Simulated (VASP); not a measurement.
VASP runs on ZnCr$_{3}$C (a trial cell in the cubic-perovskite structure, space group Pm-3m) share one base input (PBE GGA, plane waves, VASP's PBE PAW potentials (set 64)) and change the settings named in each case.

### INCAR
```
SYSTEM = ZnCr3C
PREC = Accurate; ENCUT = 520; LREAL = F
LASPH = T
EDIFF = 1E-6; NELM = 100; ALGO = Normal
LMAXMIX = 4
ISMEAR = 0; SIGMA = 0.05
GGA = PE
MAGMOM = 2*0.0 3*3.0
ISPIN = 2
ISIF = 2
LWAVE = F; LCHARG = F; LORBIT = 10
```

**POSCAR**
```
ZnCr3C
1.0
  3.9941610000   0.0000000000   0.0000000000
  0.0000000000   3.9941610000   0.0000000000
  0.0000000000   0.0000000000   3.9941610000
Zn C Cr
1 1 3
direct
  0.0000000000   0.0000000000   0.0000000000
  0.5000000000   0.5000000000   0.5000000000
  0.0000000000   0.5000000000   0.5000000000
  0.5000000000   0.5000000000   0.0000000000
  0.5000000000   0.0000000000   0.5000000000
```

KPOINTS:
```
Automatic mesh
0
Gamma
5 5 5
0 0 0
```

POTCAR, in this order: Zn C Cr_pv (PBE.64 set). Program: vasp_std.

```csv
change,E(σ→0) (eV/atom),pressure (GPa),moment (μB),−TS (eV)
base run,-7.5854,-7.94,6.25,-0.0033
"ISPIN = 1, the spin start removed",-7.5452,-19.25,-,-0.0068
MAGMOM = 0 0 0 0 0,-7.5452,-19.21,0.00,-0.0068
MAGMOM = 0.0 0.0 0.6 0.6 0.6,-7.5432,-18.80,1.00,-0.0115
MAGMOM = 0.0 0.0 5.0 5.0 5.0,-7.5854,-7.90,6.25,-0.0033
MAGMOM = 0.0 0.0 3.0 -3.0 3.0,-7.6414,-7.32,2.11,-0.0033
NUPDOWN = 0,-7.5452,-19.17,0.00,-0.0068
NUPDOWN = 1,-7.5432,-18.87,1.00,-0.0115
NUPDOWN = 2,-7.5453,-17.96,2.00,-0.0135
NUPDOWN = 7,-7.5678,-4.94,7.00,-0.0080
NUPDOWN = 9,-7.4237,5.57,9.00,-0.0082
```

Left out are runs that ran out of time, are held back, or changed the cell or the kind of run, fixed moments of cells without a moment, rows past the twelfth, gaps on odd meshes, pressures of charged cells and columns that move by less than the noise.

The structure was generated: ZnCr3C was put into the cubic-perovskite type (Pm-3m), which need not be its known phase. The cell was not relaxed at this level.
